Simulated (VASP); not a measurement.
Energy against volume of TiCo (CsCl type). All values below come from LDA (Ceperley-Alder, Perdew-Zunger), VASP's LDA PAW potentials (set 64) (plane waves; VASP 6.6.1). Numerical set-up: 520 eV cut-off, 13×13×13 Γ-centred mesh, first-order Methfessel-Paxton smearing of 0.10 eV, potentials Ti_sv Co.

```
V (Å³/atom)  E (eV/atom)
-----------  -----------
11.845          -8.79208
12.211          -8.79909
12.577          -8.79177
12.944          -8.77219
```

**Question.** Fit these four points and predict the energy of the run at 11.478 Å³/atom.

**Answer.** A cubic in V^(−2/3), the third-order Birch-Murnaghan form, passes through the four points with V0 = 12.20 Å³/atom and B0 = 210 GPa, and gives -8.7682 eV/atom there. The run gave -8.7683 eV/atom, -0.2 meV/atom from the fit; all five points give B0 = 209 GPa.

The compound is TiCo in the CsCl type structure. It was relaxed first, which changed the volume by -9 %. The run is not spin-polarised, so no magnetic state was tried.
